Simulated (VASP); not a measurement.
# MgAuI3 (Pm-3m) in VASP: single point with PBE

Aim: the single point of MgAuI3 with PBE.

All numbers are computed with VASP 6.6.1; they aren't measurements. Logs are shortened: lines on timing, memory, paths and dates and some standing lists are left out, and cuts for length are marked.

**1. Starting point**

It takes space group Pm-3m (No. 221, cubic). The conventional cell has a = 5.672 Å, b = 5.672 Å, c = 5.672 Å, α = 90.00°, β = 90.00°, γ = 90.00°. Mg (site symmetry m-3m) has 12 I at 4.01 Å as nearest neighbours. Around Au (site symmetry m-3m) lie 6 I at 2.84 Å. Around I (site symmetry 4/mmm) lie 2 Au at 2.84 Å.

The cell was built by a generator and needn't be a form met in nature.

**2. Single point, PBE**

INCAR

```
PREC = Accurate ; ENCUT = 520
EDIFF = 1E-6 ; ISMEAR = 0
SIGMA = 0.1 ; LREAL = F
LASPH = T ; NELM = 100
ALGO = Fast ; ISIF = 2
LWAVE = F ; LCHARG = F
GGA = PE ; NBANDS = 25
```

KPOINTS

```
regular mesh
0
Gamma
  8 8 8
```

POSCAR

```
MgAuI3
1.0
    5.6715478629      0.0000000000      0.0000000000
    0.0000000000      5.6715478629      0.0000000000
    0.0000000000      0.0000000000      5.6715478629
Mg Au I
1 1 3
Direct
    0.5000000000      0.5000000000      0.5000000000
    0.0000000000      0.0000000000      0.0000000000
    0.5000000000      0.0000000000      0.0000000000
    0.0000000000      0.5000000000      0.0000000000
    0.0000000000      0.0000000000      0.5000000000
```

Potentials or basis: VASP PAW PBE potentials, release 64 (Mg, Au, I).

Run with:

```bash
$ cat potpaw_PBE.64/Mg/POTCAR potpaw_PBE.64/Au/POTCAR potpaw_PBE.64/I/POTCAR > POTCAR
$ mpirun -np 1 vasp_std > vasp.out
```

OUTCAR:

```text
PREC = Accurate
   ENCUT = 520
   EDIFF = 1E-6
   ISMEAR = 0
   LREAL = F
   LASPH = T
   NELM = 100
   ISIF = 2
   GGA = PE

 ion  position               nearest neighbor table
   1  0.500  0.500  0.500-
   2  0.000  0.000  0.000-   3 2.84   4 2.84   5 2.84   5 2.84   4 2.84   3 2.84
   3  0.500  0.000  0.000-   2 2.84   2 2.84
   4  0.000  0.500  0.000-   2 2.84   2 2.84
   5  0.000  0.000  0.500-   2 2.84   2 2.84

  LATTYP: Found a simple cubic cell.
 ALAT       =     5.6715478629

  Lattice vectors:

 A1 = (   5.6715478629,   0.0000000000,   0.0000000000)
 A2 = (   0.0000000000,   5.6715478629,   0.0000000000)
 A3 = (   0.0000000000,   0.0000000000,   5.6715478629)

Analysis of symmetry for initial positions (statically):
=====================================================================
 Subroutine PRICEL returns:
 Original cell was already a primitive cell.

 Routine SETGRP: Setting up the symmetry group for a
 simple cubic supercell.

 Subroutine GETGRP returns: Found 48 space group operations
 (whereof 48 operations were pure point group operations)
 out of a pool of 48 trial point group operations.

The static configuration has the point symmetry O_h .

Analysis of symmetry for dynamics (positions and initial velocities):
=====================================================================
 Subroutine PRICEL returns:
 Original cell was already a primitive cell.

 Routine SETGRP: Setting up the symmetry group for a
 simple cubic supercell.

 Subroutine GETGRP returns: Found 48 space group operations
 (whereof 48 operations were pure point group operations)
 out of a pool of 48 trial point group operations.

The dynamic configuration has the point symmetry O_h .

 Subroutine INISYM returns: Found 48 space group operations
 (whereof 48 operations are pure point group operations),
 and found     1 'primitive' translations

----------------------------------------------------------------------------------------

                                     Primitive cell

  volume of cell :     182.4336

  direct lattice vectors                    reciprocal lattice vectors
     5.671547863  0.000000000  0.000000000     0.176318709  0.000000000  0.000000000
     0.000000000  5.671547863  0.000000000     0.000000000  0.176318709  0.000000000
     0.000000000  0.000000000  5.671547863     0.000000000  0.000000000  0.176318709

  length of vectors
     5.671547863  5.671547863  5.671547863     0.176318709  0.176318709  0.176318709

  position of ions in fractional coordinates (direct lattice)
     0.500000000  0.500000000  0.500000000
     0.000000000  0.000000000  0.000000000
     0.500000000  0.000000000  0.000000000
     0.000000000  0.500000000  0.000000000
     0.000000000  0.000000000  0.500000000

  ion indices of the primitive-cell ions
   primitive index   ion index
                 1           1
                 2           2
                 3           3
                 4           4
                 5           5

----------------------------------------------------------------------------------------

 KPOINTS: regular mesh

Automatic generation of k-mesh.
 Grid dimensions read from file:
 generate k-points for:    8    8    8

 Generating k-lattice:

  Cartesian coordinates                     Fractional coordinates (reciprocal lattice)
     0.022039839  0.000000000  0.000000000     0.125000000  0.000000000  0.000000000
     0.000000000  0.022039839  0.000000000     0.000000000  0.125000000  0.000000000
     0.000000000  0.000000000  0.022039839     0.000000000  0.000000000  0.125000000

  Length of vectors
     0.022039839  0.022039839  0.022039839

  Shift w.r.t. Gamma in fractional coordinates (k-lattice)
     0.000000000  0.000000000  0.000000000

 Subroutine IBZKPT returns following result:
 ===========================================

 Found     35 irreducible k-points:

 Following reciprocal coordinates:
            Coordinates               Weight
  0.000000  0.000000  0.000000      1.000000
  0.125000  0.000000  0.000000      6.000000
  0.250000  0.000000  0.000000      6.000000
  0.375000  0.000000  0.000000      6.000000
  0.500000  0.000000  0.000000      3.000000
  0.125000  0.125000  0.000000     12.000000
[... 16 lines left out ...]
  0.375000  0.375000  0.125000     24.000000
  0.500000  0.375000  0.125000     24.000000
 [... further k-points ...]
   k-points           NKPTS =     35   k-points in BZ     NKDIM =     35   number of bands    NBANDS=     25
   number of dos      NEDOS =    301   number of ions     NIONS =      5
   total plane-waves  NPLWV =  74088
   dimension x,y,z NGX =    42 NGY =   42 NGZ =   42
   dimension x,y,z NGXF=    84 NGYF=   84 NGZF=   84
   ions per type =               1   1   3
   NGX,Y,Z   is equivalent  to a cutoff of  12.31, 12.31, 12.31 a.u.
   NGXF,Y,Z  is equivalent  to a cutoff of  24.62, 24.62, 24.62 a.u.
 SYSTEM =  unknown system
   PREC   = accura    normal or accurate (medium, high low for compatibility)
   ISTART =      0    job   : 0-new  1-cont  2-samecut
   ICHARG =      2    charge: 1-file 2-atom 10-const
   ISPIN  =      1    spin polarized calculation?
   LNONCOLLINEAR =      F non collinear calculations
   LSORBIT =      F    spin-orbit coupling
   LASPH  =      T    aspherical Exc in radial PAW
   ENCUT  =  520.0 eV  38.22 Ry    6.18 a.u.  10.55 10.55 10.55*2*pi/ulx,y,z
   NELM   =    100;   NELMIN=  2; NELMDL= -5     # of ELM steps
   EDIFF  = 0.1E-05   stopping-criterion for ELM
[... 8 lines left out ...]
   TEBEG  =    0.0;   TEEND  =   0.0 temperature during run
   PSTRESS=    0.0 pullay stress
   NELECT =      34.0000    total number of electrons
   NUPDOWN=      -1.0000    fix difference up-down
   EMIN   =  10.00;   EMAX   =-10.00  energy-range for DOS
   EFERMI =   0.00;   METHOD = LEGACY
   ISMEAR =     0;   SIGMA  =   0.10  broadening in eV -4-tet -1-fermi 0-gaus
   EFERMI_NEDOS =   21; number of points for ismear=-14 and -15
   IALGO  =     68    algorithm
   IMIX   =      4    mixing-type and parameters
     AMIX     =   0.40;   BMIX     =  1.00
     AMIX_MAG =   1.60;   BMIX_MAG =  1.00
  volume/ion in A,a.u.               =      36.49       246.22
  Fermi-wavevector in a.u.,A,eV,Ry     =   0.935118  1.767116 11.897544  0.874445
  Thomas-Fermi vector in A             =   2.061992
   LORBIT       =      0    0 simple, 1 ext, 2 COOP (PROOUT), +10 PAW based schemes
   GGA     = PE    functional components
   LHFCALC =     F    Hartree Fock is set to
   AEXX    =    0.0000 exact exchange contribution
   IVDW    =     0    specifies the selected vdW correction
   LEPSILON=     F    determine dielectric tensor
   LRPA    =     F    only Hartree local field effects (RPA)
 non-spin polarized calculation
 RMM-DIIS sequential band-by-band and
 Gauss-broadening in eV      SIGMA  =   0.10
  energy-cutoff  :      520.00
  volume of cell :      182.43
 maximum number of plane-waves:      4945
   NGX = 21   NGY = 21   NGZ = 21

 number of electron      34.0000004 magnetization

 Free energy of the ion-electron system (eV)
  ---------------------------------------------------
  ext. energy  EPLUGINS =         0.00000000
  ---------------------------------------------------
  free energy    TOTEN  =        -9.24403415 eV

  energy without entropy =       -9.23150542  energy(sigma->0) =       -9.23776978

 E-fermi :   3.2343     XC(G=0):  -8.2750

 val. band max:        3.2163851739   @ k =   0.2500   0.2500   0.1250
 cond. band min:       3.2402066347   @ k =   0.5000   0.2500   0.2500
 fundamental gap:      0.0238214607
 Fermi energy:         3.2342864200

 k-point     1 :       0.0000    0.0000    0.0000
  band No.  band energies     occupation
      1      -9.9157      2.00000
      2      -9.0013      2.00000
      3      -9.0013      2.00000
      4      -0.7902      2.00000
      5      -0.7902      2.00000
      6      -0.7902      2.00000
[... 17 lines left out ...]
     24       7.9236      0.00000
     25       8.8864      0.00000

 k-point     2 :       0.1250    0.0000    0.0000
  band No.  band energies     occupation
      1      -9.8837      2.00000
      2      -9.0180      2.00000
      3      -9.0001      2.00000
      4      -1.2642      2.00000
      5      -0.8256      2.00000
      6      -0.8256      2.00000
[... 17 lines left out ...]
     24       8.2457      0.00000
     25       8.9557      0.00000

 k-point     3 :       0.2500    0.0000    0.0000
  band No.  band energies     occupation
      1      -9.7979      2.00000
      2      -9.0663      2.00000
      3      -8.9971      2.00000
      4      -1.8708      2.00000
      5      -0.8863      2.00000
      6      -0.8863      2.00000
[... 17 lines left out ...]
     24       8.8050      0.00000
     25       9.1040      0.00000

 k-point     4 :       0.3750    0.0000    0.0000
  band No.  band energies     occupation
      1      -9.6933      2.00000
      2      -9.1328      2.00000
      3      -8.9942      2.00000
      4      -2.2930      2.00000
      5      -0.9331      2.00000
      6      -0.9331      2.00000
[... 17 lines left out ...]
     24       9.3670      0.00000
     25       9.5924      0.00000
[... 477 lines left out ...]
 k-point    22 :       0.5000    0.2500    0.1250
  band No.  band energies     occupation
      1      -9.4888      2.00000
      2      -9.1591      2.00000
      3      -9.0472      2.00000
      4      -2.5621      2.00000
      5      -1.7817      2.00000
      6      -1.2780      2.00000
[... 17 lines left out ...]
     24       9.8929      0.00000
     25      10.0856      0.00000

 k-point    23 :       0.3750    0.3750    0.1250
  band No.  band energies     occupation
      1      -9.4373      2.00000
      2      -9.1293      2.00000
      3      -9.0915      2.00000
      4      -2.6269      2.00000
      5      -2.0548      2.00000
      6      -1.3834      2.00000
[... 17 lines left out ...]
     24       9.2742      0.00000
     25       9.7671      0.00000

 k-point    24 :       0.5000    0.3750    0.1250
  band No.  band energies     occupation
      1      -9.3765      2.00000
      2      -9.1530      2.00000
      3      -9.1036      2.00000
      4      -2.7560      2.00000
      5      -2.0990      2.00000
      6      -1.4458      2.00000
[... 17 lines left out ...]
     24       9.2240      0.00000
     25       9.8375      0.00000

 [... further k-points ...]
[... 5 lines left out ...]
  --------------------------------------------------------------------------------------
  -------------------------------------------------------------------------------------
  Total       -0.0736119     -0.0736119     -0.0736119      0.0000000      0.0000000     -0.0000000
  in kB       -0.6464785     -0.6464785     -0.6464785      0.0000000      0.0000000     -0.0000000
  external PRESSURE =      -0.6464785 kB  Pullay stress =       0.0000000 kB

 VOLUME and BASIS-vectors are now :
 -----------------------------------------------------------------------------
  energy-cutoff  :      520.00
  volume of cell :      182.43
      direct lattice vectors                 reciprocal lattice vectors
     5.671547863  0.000000000  0.000000000     0.176318709  0.000000000  0.000000000
     0.000000000  5.671547863  0.000000000     0.000000000  0.176318709  0.000000000
     0.000000000  0.000000000  5.671547863     0.000000000  0.000000000  0.176318709

 POSITION                                       TOTAL-FORCE (eV/Angst)
 -----------------------------------------------------------------------------------
      2.83577      2.83577      2.83577         0.000000      0.000000      0.000000
      0.00000      0.00000      0.00000         0.000000      0.000000      0.000000
      2.83577      0.00000      0.00000         0.000000      0.000000      0.000000
      0.00000      2.83577      0.00000         0.000000      0.000000      0.000000
      0.00000      0.00000      2.83577         0.000000      0.000000      0.000000
 -----------------------------------------------------------------------------------
    total drift:                               -0.000000      0.000000     -0.000000

  FREE ENERGIE OF THE ION-ELECTRON SYSTEM (eV)
  ---------------------------------------------------
  free  energy   TOTEN  =        -9.2440341536 eV

  energy  without entropy=       -9.2315054156  energy(sigma->0) =       -9.23776978
```

Run time: 69 s. Hardware: 1 thread of Intel Xeon 6975P-C (Granite Rapids), shared host; peak memory 0.37 GiB.

Results:

| Property | Result |
| --- | --- |
| Free energy | -9.2440 eV |
| Pressure | -0.1 GPa |
| Band gap on the k mesh | none (metal or under the smearing width) |
